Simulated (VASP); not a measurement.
Here is the system:

```
CELL_PARAMETERS angstrom
      4.98238     0.00000     0.00000
     -1.66080     4.69744     0.00000
      0.00000     0.00000    27.47818
ATOMIC_POSITIONS crystal
  Rb 0.50000 0.50000 0.35188
  Rb 0.00000 0.00000 0.50000
  Rb 0.50000 0.50000 0.64812
```

Method: r2SCAN meta-GGA, VASP's PBE PAW potentials (set 64) (plane waves; VASP). Settings: PREC = Normal, 400 eV cut-off, 6×6×1 Γ-centred mesh, first-order Methfessel-Paxton smearing of 0.10 eV, potentials Rb_sv.

Problem. Predict the energy per atom (σ→0), band gap (on the k-mesh) with the smallest direct gap where there is one.

Solution. 
```json
{
  "band gap (on the k-mesh)": "none (metal, semimetal or under 0.01 eV)",
  "energy per atom (σ→0)": "-13.830 eV/atom"
}
```

Total energies compare only between runs with the same potentials, cut-off and functional.

The cell is a thin slab with vacuum, built from Rb (bcc): (110) face.
